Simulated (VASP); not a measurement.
Ba2Tl5V3O12, 22 atoms in the cell. Symmetry: P-42m, No. 111, tetragonal system. The conventional cell has a = 10.975 Å, b = 10.975 Å, c = 6.604 Å, α = 90.00°, β = 90.00°, γ = 90.00°. Ba (site symmetry 222) has 4 O at 2.58 Å as nearest neighbours. V (site symmetry -42m) is surrounded by 4 O at 1.73 Å. V (site symmetry 222) is surrounded by 4 O at 1.73 Å. Tl (site symmetry -42m) is surrounded by 4 O at 2.65 Å. Around Tl (site symmetry m) lie 3 O at 2.50 to 2.65 Å. Around O (site symmetry m) lie 1 V at 1.73 Å. O (site symmetry 1) is surrounded by 1 V at 1.73 Å. The cell was built by a generator and needn't be a form met in nature.

```yaml
Program: VASP 6.6.1
Task: optical spectrum
Functional: PBE
Potentials_or_basis: VASP PAW PBE potentials, release 64 (Ba_sv, V_sv, Tl_d, O)
Cutoff: 520 eV
k_mesh: 3 × 3 × 4
Occupations: fermi-dirac, width 0.05 eV
Spin: collinear spin, ferromagnetic start
Starting_moments: "[0.0, 0.0, 2.0, 2.0, 2.0, 0.0, 0.0, 0.0, 0.0, 0.0, 0.0, 0.0, 0.0, 0.0, 0.0, 0.0, 0.0, 0.0, 0.0, 0.0, 0.0, 0.0] μB"
Further_INCAR_settings: ALGO = Normal; EDIFF = 1e-07; NBANDS = 122
```

Potentials or basis: VASP PAW PBE potentials, release 64 (Ba_sv, V_sv, Tl_d, O).

The run is started by

```console
$ cat potpaw_PBE.64/Ba_sv/POTCAR potpaw_PBE.64/V_sv/POTCAR potpaw_PBE.64/Tl_d/POTCAR potpaw_PBE.64/O/POTCAR > POTCAR
$ mpirun -np 4 vasp_std > vasp.out
```

Hardware: 4 MPI ranks on Intel(R) Xeon(R) Platinum 8375C CPU @ 2.90GHz (Ice Lake) (shared host).

Task: How long does it take, and how much memory?

Result: Run time: 40 min on 4 MPI ranks on Intel(R) Xeon(R) Platinum 8375C CPU @ 2.90GHz (Ice Lake), with other jobs on the host, peak memory 3.1 GiB a rank. Counts: scf iterations 28, k points 9.
